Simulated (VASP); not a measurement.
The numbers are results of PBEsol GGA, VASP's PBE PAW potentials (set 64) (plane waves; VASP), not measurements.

The input files of a VASP run:

**KPOINTS**
```
k-points along high-symmetry lines
15
Line-mode
Reciprocal
  0.000000   0.000000   0.000000 ! GAMMA
  0.000000   0.500000   0.000000 ! X

  0.000000   0.500000   0.000000 ! X
  0.500000   0.500000   0.000000 ! M

  0.500000   0.500000   0.000000 ! M
  0.000000   0.000000   0.000000 ! GAMMA

  0.000000   0.000000   0.000000 ! GAMMA
  0.500000   0.500000   0.500000 ! R

  0.500000   0.500000   0.500000 ! R
  0.000000   0.500000   0.000000 ! X

  0.500000   0.500000   0.500000 ! R
  0.500000   0.500000   0.000000 ! M
```

POSCAR:
```
Ga3InP4
1
    5.5451462612     0.0000000000     0.0000000000
    0.0000000000     5.5451462612     0.0000000000
    0.0000000000     0.0000000000     5.5451462612
In P Ga
1 4 3
Direct
  0.0000000000   0.0000000000   0.0000000000
  0.2603219034   0.2603219034   0.2603219034
  0.7396780966   0.7396780966   0.2603219034
  0.7396780966   0.2603219034   0.7396780966
  0.2603219034   0.7396780966   0.7396780966
  0.5000000000   0.5000000000   0.0000000000
  0.5000000000   0.0000000000   0.5000000000
  0.0000000000   0.5000000000   0.5000000000
```

INCAR:
```
ALGO = Normal
EDIFF = 1E-7
ENCUT = 400
GGA = PS
ICHARG = 11
ISMEAR = 0
LASPH = .True.
LCHARG = .False.
LMAXMIX = 4
LORBIT = 11
LREAL = .False.
LWAVE = .False.
NELM = 100
PREC = Accurate
SIGMA = 0.05
SYSTEM = Ga3InP4
```

POTCAR, in this order: In_d P Ga_d (PBE.64 set). Program: vasp_std. Read from the step before: CHGCAR.

Output

File OUTCAR:
```
 ion  position               nearest neighbor table
   1  0.000  0.000  0.000-   2 2.50   3 2.50   4 2.50   5 2.50
   2  0.260  0.260  0.260-   6 2.37   7 2.37   8 2.37   1 2.50
   3  0.740  0.740  0.260-   6 2.37   7 2.37   8 2.37   1 2.50
   4  0.740  0.260  0.740-   6 2.37   7 2.37   8 2.37   1 2.50
   5  0.260  0.740  0.740-   6 2.37   7 2.37   8 2.37   1 2.50
   6  0.500  0.500  0.000-   2 2.37   3 2.37   4 2.37   5 2.37
   7  0.500  0.000  0.500-   2 2.37   3 2.37   4 2.37   5 2.37
   8  0.000  0.500  0.500-   2 2.37   3 2.37   4 2.37   5 2.37
  LATTYP: Found a simple cubic cell.
 ALAT       =     5.5451462612
 Subroutine PRICEL returns:
 Original cell was already a primitive cell.
 Subroutine GETGRP returns: Found 24 space group operations
The static configuration has the point symmetry T_d .
The dynamic configuration has the point symmetry T_d .
 Subroutine INISYM returns: Found 24 space group operations
   k-points           NKPTS =     90   k-points in BZ     NKDIM =     90   number of bands    NBANDS=     43
   number of dos      NEDOS =    301   number of ions     NIONS =      8
   total plane-waves  NPLWV =  46656
   dimension x,y,z NGX =    36 NGY =   36 NGZ =   36
   dimension x,y,z NGXF=    72 NGYF=   72 NGZF=   72
   ions per type =               1   4   3
   PREC   = accura    normal or accurate (medium, high low for compatibility)
   ISTART =      0    job   : 0-new  1-cont  2-samecut
   ICHARG =     11    charge: 1-file 2-atom 10-const
   ISPIN  =      1    spin polarized calculation?
   LNONCOLLINEAR =      F non collinear calculations
   LSORBIT =      F    spin-orbit coupling
   INIWAV =      1    electr: 0-lowe 1-rand  2-diag
   ENCUT  =  400.0 eV  29.40 Ry    5.42 a.u.   9.04  9.04  9.04*2*pi/ulx,y,z
   NELM   =    100;   NELMIN=  2; NELMDL= -5     # of ELM steps
   EDIFF  = 0.1E-06   stopping-criterion for ELM
   LREAL  =      F    real-space projection
   NLSPLINE    = F    spline interpolate recip. space projectors
   LMAXMIX     =    4 max onsite mixed and CHGCAR
   VOSKOWN=      0    Vosko Wilk Nusair interpolation
   EDIFFG = 0.1E-05   stopping-criterion for IOM
   NSW    =      0    number of steps for IOM
   NBLOCK =      1;   KBLOCK =      1    inner block; outer block
...
```

OSZICAR:
```
       N       E                     dE             d eps       ncg     rms          rms(c)
DAV:   1     0.598168383612E+03    0.59817E+03   -0.28509E+04  8005   0.200E+03
DAV:   2     0.585204272007E+02   -0.53965E+03   -0.52678E+03  8263   0.528E+02
DAV:   3    -0.308418579873E+02   -0.89362E+02   -0.85972E+02  8942   0.179E+02
DAV:   4    -0.367435189981E+02   -0.59017E+01   -0.58136E+01  9750   0.441E+01
DAV:   5    -0.369878657410E+02   -0.24435E+00   -0.24307E+00 12213   0.876E+00
DAV:   6    -0.369933608754E+02   -0.54951E-02   -0.54880E-02 10436   0.118E+00
DAV:   7    -0.369936333043E+02   -0.27243E-03   -0.27235E-03 12970   0.252E-01
DAV:   8    -0.369936386494E+02   -0.53451E-05   -0.53441E-05 11444   0.306E-02
DAV:   9    -0.369936388828E+02   -0.23343E-06   -0.23385E-06 10074   0.562E-03
DAV:  10    -0.369936388894E+02   -0.66084E-08   -0.66222E-08  6450   0.138E-03
   1 F= -.36993639E+02 E0= -.36993639E+02  d E =-.228333E-15
```

File OUTCAR:
```
 val. band max:        4.7993129316   @ k =   0.0000   0.0000   0.0000

 cond. band min:       5.9725969315   @ k =   0.0000   0.0000   0.0000



 k-point     1 :       0.0000    0.0000    0.0000
  band No.  band energies     occupation
      1      -9.8662      2.00000
      2      -9.8662      2.00000
      3      -9.8662      2.00000
      4      -9.7617      2.00000
      5      -9.7617      2.00000
      6      -9.7617      2.00000
      7      -9.7175      2.00000
      8      -9.7175      2.00000
      9      -9.7175      2.00000
     10      -9.7092      2.00000
     11      -9.7092      2.00000
     12      -9.7085      2.00000
     13      -9.6727      2.00000
     14      -9.6642      2.00000
     15      -9.6642      2.00000
     16      -9.2965      2.00000
     17      -9.2965      2.00000
     18      -9.2965      2.00000
     19      -9.1510      2.00000
     20      -9.1510      2.00000
     21      -7.5116      2.00000
     22      -4.6296      2.00000
     23      -4.6296      2.00000
     24      -4.6296      2.00000
     25      -2.0169      2.00000
     26      -2.0169      2.00000
     27      -1.2870      2.00000
     28       2.0865      2.00000
     29       2.0865      2.00000
     30       2.0865      2.00000
     31       2.2253      2.00000
     32       2.2253      2.00000
     33       2.2253      2.00000
     34       4.7993      2.00000
     35       4.7993      2.00000
     36       4.7993      2.00000
     37       5.9726      0.00000
     38       6.3655      0.00000
     39       6.3655      0.00000
     40       6.3655      0.00000
     41       6.6616      0.00000
     42       6.7351      0.00000
     43       6.7351      0.00000

 k-point     2 :       0.0000    0.0357    0.0000
  band No.  band energies     occupation
      1      -9.8660      2.00000
      2      -9.8660      2.00000
      3      -9.8660      2.00000
      4      -9.7621      2.00000
      5      -9.7616      2.00000
      6      -9.7616      2.00000
...
```

The density is held fixed in this step, so its total energy and stress have no physical meaning. Unless said otherwise, spin-orbit coupling is left out, though it shifts the bands of the heavy elements here.

The structure was generated: Ga3InP4 was put into an ordered model structure (P-43m), which need not be its known phase. It was relaxed first.
